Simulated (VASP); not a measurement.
# LaSb2Au (P4/nmm) in VASP: further runs

The runs below take LaSb2Au through relaxation of cell and atoms, with LDA.

Program: VASP 6.6.1. These are calculated values, not measurements. Logs are shortened: lines on timing, memory, paths and dates and some standing lists are left out, and cuts for length are marked.

## Step 1: The structure

The structure is tetragonal, space group P4/nmm (No. 129). Conventional cell: a = 4.339 Å, b = 4.339 Å, c = 10.904 Å, α = 90.00°, β = 90.00°, γ = 90.00°. Around La (site symmetry 4mm) lie 8 Sb at 3.24 to 3.37 Å and 4 Au at 3.60 Å. Au (site symmetry -4m2) is surrounded by 4 Sb at 2.83 Å and 4 Au at 3.07 Å. Around Sb (site symmetry 4mm) lie 4 Au at 2.83 Å and 4 La at 3.24 Å. Around Sb (site symmetry -4m2) lie 4 Sb at 3.07 Å and 4 La at 3.37 Å.

The cell was built by a generator and needn't be a form met in nature.

## Step 2: Relaxation of cell and atoms, LDA

INCAR reads:

```
PREC = Accurate
ENCUT = 600
EDIFF = 1E-6
ISMEAR = 1
SIGMA = 0.1
LREAL = F
LASPH = T
NELM = 80
ALGO = Normal
ISIF = 3
LWAVE = F
LCHARG = F
IBRION = 2
NSW = 90
EDIFFG = -0.01
KPAR = 2
```

KPOINTS reads:

```
regular mesh
0
Gamma
  10 10 4
```

POSCAR reads:

```
LaSb2Au
1.0
    4.3388437900      0.0000000000      0.0000000000
    0.0000000000      4.3388437900      0.0000000000
    0.0000000000      0.0000000000     10.9044213300
La Au Sb
2 2 4
Direct
    0.0000000000      0.5000000000      0.2629930000
    0.5000000000      0.0000000000      0.7370070000
    0.0000000000      0.0000000000      0.0000000000
    0.5000000000      0.5000000000      0.0000000000
    0.0000000000      0.5000000000      0.8333123600
    0.5000000000      0.0000000000      0.1666876400
    0.0000000000      0.0000000000      0.5000000000
    0.5000000000      0.5000000000      0.5000000000
```

Potentials or basis: VASP PAW LDA potentials, release 64 (La, Au, Sb).

Command:

```
cat potpaw_LDA.64/La/POTCAR potpaw_LDA.64/Au/POTCAR potpaw_LDA.64/Sb/POTCAR > POTCAR
mpirun -np 2 vasp_std > vasp.out
```

OUTCAR:

```text
PREC = Accurate
   ENCUT = 600
   EDIFF = 1E-6
   ISMEAR = 1
   LREAL = F
   LASPH = T
   NELM = 80
   ISIF = 3
   IBRION = 2
   NSW = 90
   EDIFFG = -0.01

 ion  position               nearest neighbor table
   1  0.000  0.500  0.263-   6 3.24   6 3.24   6 3.24   6 3.24   7 3.37   8 3.37   8 3.37   7 3.37
                             4 3.60   3 3.60   4 3.60   3 3.60
   2  0.500  0.000  0.737-   5 3.24   5 3.24   5 3.24   5 3.24   8 3.37   8 3.37   7 3.37   7 3.37
                             3 3.60   4 3.60   4 3.60   3 3.60
   3  0.000  0.000  0.000-   5 2.83   6 2.83   5 2.83   6 2.83   4 3.07   4 3.07   4 3.07   4 3.07
                             2 3.60   1 3.60   2 3.60   1 3.60
   4  0.500  0.500  0.000-   5 2.83   6 2.83   6 2.83   5 2.83   3 3.07   3 3.07   3 3.07   3 3.07
                             1 3.60   2 3.60   2 3.60   1 3.60
   5  0.000  0.500  0.833-   3 2.83   4 2.83   3 2.83   4 2.83   2 3.24   2 3.24   2 3.24   2 3.24

   6  0.500  0.000  0.167-   3 2.83   4 2.83   4 2.83   3 2.83   1 3.24   1 3.24   1 3.24   1 3.24

   7  0.000  0.000  0.500-   8 3.07   8 3.07   8 3.07   8 3.07   2 3.37   2 3.37   1 3.37   1 3.37

   8  0.500  0.500  0.500-   7 3.07   7 3.07   7 3.07   7 3.07   2 3.37   1 3.37   1 3.37   2 3.37

  LATTYP: Found a simple tetragonal cell.
 ALAT       =     4.3388437900
 C/A-ratio  =     2.5132090155

  Lattice vectors:

 A1 = (   4.3388437900,   0.0000000000,   0.0000000000)
 A2 = (   0.0000000000,   4.3388437900,   0.0000000000)
 A3 = (   0.0000000000,   0.0000000000,  10.9044213300)

Analysis of symmetry for initial positions (statically):
=====================================================================
 Subroutine PRICEL returns:
 Original cell was already a primitive cell.

 Routine SETGRP: Setting up the symmetry group for a
 simple tetragonal supercell.

 Subroutine GETGRP returns: Found 16 space group operations
 (whereof  8 operations were pure point group operations)
 out of a pool of 16 trial point group operations.

The static configuration has the point symmetry D_2d.
 The point group associated with its full space group is D_4h.

Analysis of symmetry for dynamics (positions and initial velocities):
=====================================================================
 Subroutine PRICEL returns:
 Original cell was already a primitive cell.

 Routine SETGRP: Setting up the symmetry group for a
 simple tetragonal supercell.

 Subroutine GETGRP returns: Found 16 space group operations
 (whereof  8 operations were pure point group operations)
 out of a pool of 16 trial point group operations.

The dynamic configuration has the point symmetry D_2d.
 The point group associated with its full space group is D_4h.

 Subroutine INISYM returns: Found 16 space group operations
 (whereof  8 operations are pure point group operations),
 and found     1 'primitive' translations

----------------------------------------------------------------------------------------

                                     Primitive cell

  volume of cell :     205.2819

  direct lattice vectors                    reciprocal lattice vectors
     4.338843790  0.000000000  0.000000000     0.230476147  0.000000000  0.000000000
     0.000000000  4.338843790  0.000000000     0.000000000  0.230476147  0.000000000
     0.000000000  0.000000000 10.904421330     0.000000000  0.000000000  0.091705921

  length of vectors
     4.338843790  4.338843790 10.904421330     0.230476147  0.230476147  0.091705921

  position of ions in fractional coordinates (direct lattice)
     0.000000000  0.500000000  0.262993000
     0.500000000  0.000000000  0.737007000
     0.000000000  0.000000000  0.000000000
     0.500000000  0.500000000  0.000000000
     0.000000000  0.500000000  0.833312360
     0.500000000  0.000000000  0.166687640
     0.000000000  0.000000000  0.500000000
     0.500000000  0.500000000  0.500000000

  ion indices of the primitive-cell ions
   primitive index   ion index
                 1           1
                 2           2
                 3           3
                 4           4
                 5           5
                 6           6
                 7           7
                 8           8

[... 24 lines left out ...]
 Found     63 irreducible k-points:

 Following reciprocal coordinates:
            Coordinates               Weight
  0.000000  0.000000  0.000000      1.000000
  0.100000  0.000000  0.000000      4.000000
  0.200000  0.000000  0.000000      4.000000
  0.300000  0.000000  0.000000      4.000000
  0.400000  0.000000  0.000000      4.000000
  0.500000  0.000000  0.000000      2.000000
[... 16 lines left out ...]
  0.100000  0.000000  0.250000      8.000000
  0.200000  0.000000  0.250000      8.000000
 [... further k-points ...]
   k-points           NKPTS =     63   k-points in BZ     NKDIM =     63   number of bands    NBANDS=     38
   number of dos      NEDOS =    301   number of ions     NIONS =      8
   total plane-waves  NPLWV = 116640
   dimension x,y,z NGX =    36 NGY =   36 NGZ =   90
   dimension x,y,z NGXF=    72 NGYF=   72 NGZF=  180
   ions per type =               2   2   4
   NGX,Y,Z   is equivalent  to a cutoff of  13.79, 13.79, 13.72 a.u.
   NGXF,Y,Z  is equivalent  to a cutoff of  27.59, 27.59, 27.44 a.u.
 SYSTEM =  unknown system
   PREC   = accura    normal or accurate (medium, high low for compatibility)
   ISTART =      0    job   : 0-new  1-cont  2-samecut
   ICHARG =      2    charge: 1-file 2-atom 10-const
   ISPIN  =      1    spin polarized calculation?
   LNONCOLLINEAR =      F non collinear calculations
   LSORBIT =      F    spin-orbit coupling
   LASPH  =      T    aspherical Exc in radial PAW
   ENCUT  =  600.0 eV  44.10 Ry    6.64 a.u.   8.67  8.67 21.78*2*pi/ulx,y,z
   NELM   =     80;   NELMIN=  2; NELMDL= -5     # of ELM steps
   EDIFF  = 0.1E-05   stopping-criterion for ELM
   LREAL  =      F    real-space projection
   EDIFFG = -.1E-01   stopping-criterion for IOM
   NSW    =     90    number of steps for IOM
   IBRION =      2    ionic relax: 0-MD 1-quasi-New 2-CG
   NFREE  =      1    steps in history (QN), initial steepest desc. (CG)
   ISIF   =      3    stress and relaxation
   ISYM   =      2    0-nonsym 1-usesym 2-fastsym
   POTIM  = 0.5000    time-step for ionic-motion
   TEBEG  =    0.0;   TEEND  =   0.0 temperature during run
   PSTRESS=    0.0 pullay stress
   NELECT =      64.0000    total number of electrons
   NUPDOWN=      -1.0000    fix difference up-down
   EMIN   =  10.00;   EMAX   =-10.00  energy-range for DOS
   EFERMI =   0.00;   METHOD = LEGACY
   ISMEAR =     1;   SIGMA  =   0.10  broadening in eV -4-tet -1-fermi 0-gaus
   EFERMI_NEDOS =   21; number of points for ismear=-14 and -15
   IALGO  =     38    algorithm
   IMIX   =      4    mixing-type and parameters
     AMIX     =   0.40;   BMIX     =  1.00
     AMIX_MAG =   1.60;   BMIX_MAG =  1.00
  volume/ion in A,a.u.               =      25.66       173.16
  Fermi-wavevector in a.u.,A,eV,Ry     =   1.110072  2.097733 16.765923  1.232261
  Thomas-Fermi vector in A             =   2.246620
   LORBIT       =      0    0 simple, 1 ext, 2 COOP (PROOUT), +10 PAW based schemes
   GGA     = CA    functional components
   LHFCALC =     F    Hartree Fock is set to
   AEXX    =    0.0000 exact exchange contribution
   IVDW    =     0    specifies the selected vdW correction
   LEPSILON=     F    determine dielectric tensor
   LRPA    =     F    only Hartree local field effects (RPA)
 conjugate gradient relaxation of ions
 non-spin polarized calculation
 Methfessel and Paxton  Order N= 1 SIGMA  =   0.10
  energy-cutoff  :      600.00
  volume of cell :      205.28
 maximum number of plane-waves:      6916
 NGX is ok and might be reduce to    36
   NGX = 17   NGY = 17   NGZ = 43

--------------------------------------- Ionic step        1  -------------------------------------------

 number of electron      64.0000000 magnetization

 Free energy of the ion-electron system (eV)
  ---------------------------------------------------
  ext. energy  EPLUGINS =         0.00000000
  ---------------------------------------------------
  free energy    TOTEN  =       -45.63230972 eV

  energy without entropy =      -45.63111418  energy(sigma->0) =      -45.63191121

------------------------ aborting loop because EDIFF is reached ----------------------------------------

  FORCE on cell =-STRESS in cart. coord.  units (eV):
  Direction    XX          YY          ZZ          XY          YZ          ZX
  --------------------------------------------------------------------------------------
  -------------------------------------------------------------------------------------
  Total       -1.5584582     -1.5584582     -5.2148935      0.0000000      0.0000000      0.0000000
  in kB      -12.1634028    -12.1634028    -40.7010276      0.0000000      0.0000000      0.0000000
  external PRESSURE =     -21.6759444 kB  Pullay stress =       0.0000000 kB
[... 107 lines left out ...]
  FREE ENERGIE OF THE ION-ELECTRON SYSTEM (eV)
  ---------------------------------------------------
  free  energy   TOTEN  =       -45.7119879741 eV

  energy  without entropy=      -45.7110350391  energy(sigma->0) =      -45.71167033

[... ionic steps 4 to 10 ...]

--------------------------------------- Ionic step       11  -------------------------------------------

 number of electron      63.9999999 magnetization

------------------------ aborting loop because EDIFF is reached ----------------------------------------
[... 79 lines left out ...]
--------------------------------------- Ionic step       13  -------------------------------------------

 number of electron      63.9999999 magnetization

 Free energy of the ion-electron system (eV)
  ---------------------------------------------------
  ext. energy  EPLUGINS =         0.00000000
  ---------------------------------------------------
  free energy    TOTEN  =       -45.82274077 eV

  energy without entropy =      -45.82321711  energy(sigma->0) =      -45.82289955

 E-fermi :   8.9871     XC(G=0): -10.9357

 val. band max:        8.9597119846   @ k =   0.1000   0.1000   0.5000
 cond. band min:       9.0034614847   @ k =   0.0000   0.0000   0.2500
 fundamental gap:      0.0437495000
 Fermi energy:         8.9870676329

 k-point     1 :       0.0000    0.0000    0.0000
  band No.  band energies     occupation
      1     -23.2095      2.00000
      2     -23.2078      2.00000
      3      -7.2755      2.00000
      4      -7.1252      2.00000
      5      -7.0123      2.00000
      6      -7.0123      2.00000
[... 973 lines left out ...]
     37      10.7788     -0.00000
     38      10.9663     -0.00000

 [... further k-points ...]

------------------------ aborting loop because EDIFF is reached ----------------------------------------

  FORCE on cell =-STRESS in cart. coord.  units (eV):
  Direction    XX          YY          ZZ          XY          YZ          ZX
  --------------------------------------------------------------------------------------
  -------------------------------------------------------------------------------------
  Total       -0.0286996     -0.0286996     -0.0386060      0.0000000      0.0000000      0.0000000
  in kB       -0.2323008     -0.2323008     -0.3124851      0.0000000      0.0000000      0.0000000
  external PRESSURE =      -0.2590289 kB  Pullay stress =       0.0000000 kB
[... 23 lines left out ...]
  FREE ENERGIE OF THE ION-ELECTRON SYSTEM (eV)
  ---------------------------------------------------
  free  energy   TOTEN  =       -45.8227407696 eV

  energy  without entropy=      -45.8232171053  energy(sigma->0) =      -45.82289955

 reached required accuracy - stopping structural energy minimisation
```

Run time: 26 min. Hardware: 2 MPI ranks of Intel Xeon 6975P-C (Granite Rapids), shared host; peak memory 0.76 GiB.

Results:

| Property | Result |
| --- | --- |
| Free energy | -45.8227 eV |
| Relaxed volume | 24.74 Å³/atom |
| Relaxed cell | a = 4.399 Å, b = 4.399 Å, c = 10.228 Å, α = 90.00°, β = 90.00°, γ = 90.00° |
| Space group after relaxing (to 0.05 Å) | P4/nmm (No. 129) |
| Energy gained by relaxing | 23.8 meV/atom |
| Ionic steps | 13 |
| Pressure after relaxing | 0.0 GPa |
| Largest force after relaxing | 0.010 eV/Å |
| Band gap on the k mesh | none (metal or under the smearing width) |

Forces on the atoms (eV/Å):
```
La   0.000  0.000 -0.003
La   0.000  0.000  0.003
Au   0.000  0.000  0.000
Au   0.000  0.000  0.000
Sb   0.000  0.000  0.010
Sb   0.000  0.000 -0.010
Sb   0.000  0.000  0.000
Sb   0.000  0.000  0.000
```

Step by step:
```tsv
step	energy change (eV)	largest force (eV/Å)	pressure (GPa)	volume (Å³)
1	0.0000	0.4144	-2.17	205.28
2	-0.0692	0.3977	2.20	195.11
3	-0.0797	0.4062	0.95	197.72
4	-0.1399	0.3530	0.54	197.98
5	-0.1741	0.2431	0.08	198.24
6	-0.1864	0.1062	-0.23	198.72
7	-0.1888	0.0234	-0.42	199.02
8	-0.1866	0.0693	0.72	196.53
9	-0.1902	0.0313	0.02	198.04
10	-0.1902	0.0313	0.02	198.06
11	-0.1902	0.0310	0.00	198.08
12	-0.1903	0.0202	-0.02	198.05
13	-0.1904	0.0098	-0.03	197.94
```

Final structure:
```yaml
crystal:
  lattice:
    - [4.39910, 0.00000, 0.00000]
    - [0.00000, 4.39910, 0.00000]
    - [0.00000, 0.00000, 10.22839]
  atoms:
    - { symbol: La, position: [0.00000, 0.50000, 0.25194] }
    - { symbol: La, position: [0.50000, 0.00000, 0.74806] }
    - { symbol: Au, position: [0.00000, 0.00000, 0.00000] }
    - { symbol: Au, position: [0.50000, 0.50000, 0.00000] }
    - { symbol: Sb, position: [0.00000, 0.50000, 0.82693] }
    - { symbol: Sb, position: [0.50000, 0.00000, 0.17307] }
    - { symbol: Sb, position: [0.00000, 0.00000, 0.50000] }
    - { symbol: Sb, position: [0.50000, 0.50000, 0.50000] }
```

Spin-orbit coupling is left out, which matters for the levels of Au, La, Sb.

## Step 3: Relaxation of cell and atoms, LDA

This run uses another cell than the first one, of 24.74 Å³/atom, 0.964 times its volume.

Changes to INCAR since step 2:

```diff
@@ -2,3 +2,3 @@
 ENCUT = 600
-EDIFF = 1E-6
+EDIFF = 1E-7
 ISMEAR = 1
@@ -14,3 +14,3 @@
 NSW = 90
-EDIFFG = -0.01
+EDIFFG = -0.005
 KPAR = 2
```

KPOINTS is that of step 2.

POSCAR reads:

```
LaSb2Au                                 
1.0
    4.3991041238      0.0000000000      0.0000000000
    0.0000000000      4.3991041238     -0.0000000000
   -0.0000000000      0.0000000000     10.2283939693
  La              Au              Sb            
     2     2     4
Direct
     0.0000000000000000    0.5000000000000000    0.2519410442850910
     0.5000000000000000    0.0000000000000000    0.7480589557149089
     0.0000000000000000    0.0000000000000000    0.0000000000000000
     0.5000000000000000    0.5000000000000000    0.0000000000000000
     0.0000000000000000    0.5000000000000000    0.8269327583528324
     0.5000000000000000    0.0000000000000000    0.1730672416471675
     0.0000000000000000    0.0000000000000000    0.5000000000000000
     0.5000000000000000    0.5000000000000000    0.5000000000000000
```

Potentials or basis: VASP PAW LDA potentials, release 64 (La, Au, Sb).

Command:

```
cat potpaw_LDA.64/La/POTCAR potpaw_LDA.64/Au/POTCAR potpaw_LDA.64/Sb/POTCAR > POTCAR
mpirun -np 2 vasp_std > vasp.out
```

Wall time 4.7 min (2 MPI ranks of Intel Xeon 6975P-C (Granite Rapids), shared host); peak memory 0.7 GiB.

It converged, with:

```yaml
Free_energy: -45.8225 eV
Relaxed_volume: 24.73 Å³/atom
Relaxed_cell: a = 4.398 Å, b = 4.398 Å, c = 10.226 Å, α = 90.00°, β = 90.00°, γ = 90.00°
Space_group_after_relaxing_to_0.05_Å: P4/nmm (No. 129)
Energy_gained_by_relaxing: 0.0 meV/atom
Ionic_steps: 2
Pressure_after_relaxing: 0.0 GPa
Largest_force_after_relaxing: 0.003 eV/Å
Band_gap_on_the_k_mesh: none (metal or under the smearing width)
```

Forces on the atoms (eV/Å):
```
La   0.000  0.000 -0.002
La   0.000  0.000  0.002
Au   0.000  0.000  0.000
Au   0.000  0.000  0.000
Sb   0.000  0.000  0.003
Sb   0.000  0.000 -0.003
Sb   0.000  0.000  0.000
Sb   0.000  0.000  0.000
```

Final structure:
```
CELL_PARAMETERS angstrom
4.39846 0.00000 0.00000
0.00000 4.39846 0.00000
0.00000 0.00000 10.22564
ATOMIC_POSITIONS crystal
La 0.00000 0.50000 0.25192
La 0.50000 0.00000 0.74808
Au 0.00000 0.00000 0.00000
Au 0.50000 0.50000 0.00000
Sb 0.00000 0.50000 0.82698
Sb 0.50000 0.00000 0.17302
Sb 0.00000 0.00000 0.50000
Sb 0.50000 0.50000 0.50000
```

Levels at points of the mesh, in eV from the Fermi level:
```csv
k point,band 28,band 29,band 30,band 31,band 32,band 33,band 34,band 35,band 36,band 37
"(0.00, 0.00, 0.00)",-1.61,-1.36,-0.47,0.05,0.53,0.53,1.38,1.80,1.96,1.98
"(0.50, 0.00, 0.00)",-1.51,-1.36,-1.36,-0.71,-0.71,-0.33,-0.33,2.05,2.05,2.22
"(0.50, 0.50, 0.00)",-2.33,-1.95,-1.95,-1.64,-1.64,1.67,1.67,2.16,2.16,2.19
"(0.00, 0.00, 0.50)",-1.69,-1.05,-0.99,-0.06,0.60,0.60,0.87,1.86,1.90,1.90
"(0.50, 0.00, 0.50)",-1.51,-0.62,-0.62,-0.45,-0.45,0.26,0.26,1.57,1.57,2.03
"(0.50, 0.50, 0.50)",-2.11,-1.96,-1.96,-1.68,-1.68,1.82,1.82,1.95,1.95,2.06
```

The run has no spin-orbit coupling, so splittings on Au, La, Sb are missing.
